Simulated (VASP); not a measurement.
Here is the system:

```
SnO
1.0
    3.76466     0.00000     0.00000
    0.00000     3.76466     0.00000
    0.00000     0.00000     4.78901
Sn O
2 2
Direct
  0.50000   0.00000   0.76121
  0.00000   0.50000   0.23879
  0.50000   0.50000   0.00000
  0.00000   0.00000   0.00000
```

These are SCAN meta-GGA, VASP's PBE PAW potentials (set 64) (plane waves; VASP) values and carry that method's errors. Run with 520 eV cut-off, 6×6×5 Γ-centred mesh, Gaussian smearing of 0.050 eV, potentials Sn_d O.

**Question.** The ions and cell shape at fixed volume are relaxed. Give the cell that the relaxation ends in.

**Answer.** 
```
SnO
1.0
    3.78603     0.00000     0.00000
    0.00000     3.78603     0.00000
    0.00000     0.00000     4.73511
Sn O
2 2
Direct
  0.50000   0.00000   0.75541
  0.00000   0.50000   0.24459
  0.50000   0.50000   0.00000
  0.00000   0.00000   0.00000
```
Space group P4/nmm (129), at a tolerance of 0.03 Å.

**Question.** How much energy does the relaxation gain?

**Answer.** The energy (σ→0) changes by -3.6 meV/atom, in 7 ionic steps.

```
step  E(σ→0) (eV)  max force (eV/Å)  pressure (GPa)  volume (Å³)
----  -----------  ----------------  --------------  -----------
1        -89.5396             0.475            3.22        67.87
2        -89.5516             0.037            1.55        67.87
3        -89.5517             0.043            1.26        67.87
4        -89.5517             0.021            1.34        67.87
5        -89.5533             0.006            1.17        67.87
6        -89.5539             0.000            1.01        67.87
7        -89.5540             0.001            0.95        67.87
```

The compound is SnO in the litharge structure. This cell is one point of a volume scan, at 0.97 of the reference volume. Symmetry was kept, so distortions that lower it aren't found.
